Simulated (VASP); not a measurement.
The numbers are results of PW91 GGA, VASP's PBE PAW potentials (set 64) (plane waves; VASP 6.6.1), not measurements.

VASP ran on this input.

INCAR:
```
SYSTEM = Hf
PREC = Accurate
ENCUT = 520
EDIFF = 1E-6
NELM = 100
ALGO = Normal
LREAL = .FALSE.
LASPH = .TRUE.
ISMEAR = 1
SIGMA = 0.1
GGA = 91
LMAXMIX = 6
LWAVE = .FALSE.
LCHARG = .FALSE.
IBRION = 2
ISIF = 3
NSW = 60
EDIFFG = -0.01
```

### KPOINTS
```
K-points
0
G
  12 12 7
```

**POSCAR**
```
Hf
1.0
  1.5950000000  -2.7626210000   0.0000000000
  1.5950000000   2.7626210000   0.0000000000
  0.0000000000   0.0000000000   5.0500000000
Hf
2
direct
  0.3333330000   0.6666670000   0.2500000000
  0.6666670000   0.3333330000   0.7500000000
```

POTCAR, in this order: Hf_pv (PBE.64 set). Program: vasp_std.

Unless said otherwise, spin-orbit coupling is left out, though it shifts the bands of the heavy elements here.

Q: Estimate the energy per atom (σ→0), volume per atom, band gap (on the k-mesh).

A: 
```json
{
  "energy per atom (σ→0)": "-9.868 eV/atom",
  "band gap (on the k-mesh)": "none (metal, semimetal or under 0.01 eV)",
  "volume_per_atom": "22.42 Å³/atom"
}
```

OSZICAR:
```
...
DAV:   2    -0.197364860239E+02    0.38480E-06   -0.65973E-07  1274   0.679E-03
   9 F= -.19736486E+02 E0= -.19736403E+02  d E =-.159372E-04
       N       E                     dE             d eps       ncg     rms          rms(c)
DAV:   1    -0.197365000123E+02   -0.13604E-04   -0.69929E-04  2152   0.225E-01    0.508E-02
DAV:   2    -0.197364869425E+02    0.13070E-04   -0.24210E-05  2656   0.402E-02    0.146E-02
DAV:   3    -0.197364826795E+02    0.42630E-05   -0.57494E-06  2414   0.181E-02    0.857E-03
DAV:   4    -0.197364817096E+02    0.96994E-06   -0.16946E-06  1548   0.105E-02
  10 F= -.19736482E+02 E0= -.19736401E+02  d E =-.116229E-04
```

The compound is Hf in the hcp structure. This run relaxes it. Symmetry was kept, so distortions that lower it aren't found.
